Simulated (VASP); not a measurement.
Input:

```yaml
crystal:
  lattice:
    - [4.34577, 0.00000, 0.00000]
    - [0.00000, 4.34577, 0.00000]
    - [0.00000, 0.00000, 4.34577]
  atoms:
    - { symbol: Cs, position: [0.00000, 0.00000, 0.00000] }
    - { symbol: Br, position: [0.50000, 0.50000, 0.50000] }
```

Computed with AM05 GGA, VASP's PBE PAW potentials (set 64) (plane waves; VASP 6.6.1). Settings: 520 eV cut-off, 6×6×6 Γ-centred mesh, Gaussian smearing of 0.050 eV, potentials Cs_sv Br.

Q: Give the energy at these volumes per atom, relative to the lowest: 38.46, 39.69, 40.91, 42.14, 43.37 Å³.

A: 6.9, 1.8, 0.0, 1.0, 4.4 meV/atom. A third-order Birch-Murnaghan fit gives B0 = 11.9 GPa and B0′ = 5.3.

The compound is CsBr in the CsCl type structure. It was relaxed first.
